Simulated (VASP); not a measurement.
All values below come from RPBE GGA, VASP's PBE PAW potentials (set 64) (plane waves; VASP).

VASP ran on this input.

**INCAR**
```
SYSTEM = PbF2
PREC = Accurate
ENCUT = 520
EDIFF = 1E-6
NELM = 100
ALGO = Normal
LREAL = .FALSE.
LASPH = .TRUE.
ISMEAR = 0
SIGMA = 0.05
GGA = RP
LMAXMIX = 4
LWAVE = .FALSE.
LCHARG = .FALSE.
IBRION = 2
ISIF = 3
NSW = 60
EDIFFG = -0.02
```

File POSCAR:
```
PbF2
1
    0.0000000000     3.0417381577     3.0417381577
    3.0417381577     0.0000000000     3.0417381577
    3.0417381577     3.0417381577     0.0000000000
Pb F
1 2
Direct
  0.0000000000   0.0000000000   0.0000000000
  0.2500000000   0.2500000000   0.2500000000
  0.7500000000   0.7500000000   0.7500000000
```

KPOINTS:
```
K-points
0
gamma
  6 6 6
0 0 0
```

POTCAR, in this order: Pb_d F (PBE.64 set). Program: vasp_std.

Unless said otherwise, spin-orbit coupling is left out, though it shifts the bands of the heavy elements here.

**Question.** What does the run give for the energy per atom (σ→0), volume per atom, band gap (on the k-mesh)?

**Answer.** 
```yaml
energy per atom (σ→0): -4.517 eV/atom
band gap (on the k-mesh): 4.53 eV
volume_per_atom: 18.84 Å³/atom
```

File OSZICAR:
```
...
DAV:   1    -0.135560049381E+02   -0.52510E-02   -0.13396E-01   732   0.530E+00    0.516E-01
DAV:   2    -0.135513749211E+02    0.46300E-02   -0.22399E-02   608   0.151E+00    0.108E-01
DAV:   3    -0.135509685181E+02    0.40640E-03   -0.12170E-03   736   0.533E-01    0.482E-02
DAV:   4    -0.135509053314E+02    0.63187E-04   -0.37391E-04   684   0.285E-01    0.159E-02
DAV:   5    -0.135509043104E+02    0.10209E-05   -0.49179E-05   592   0.876E-02    0.102E-02
DAV:   6    -0.135509009159E+02    0.33945E-05   -0.14032E-05   730   0.486E-02    0.176E-03
DAV:   7    -0.135509008848E+02    0.31124E-07   -0.69206E-07   318   0.794E-03
   2 F= -.13550901E+02 E0= -.13550901E+02  d E =-.146999E-03
```

The compound is PbF2 in the fluorite structure, the β form. This run relaxes it. Symmetry was kept, so distortions that lower it aren't found. The start is the result of an earlier pass.
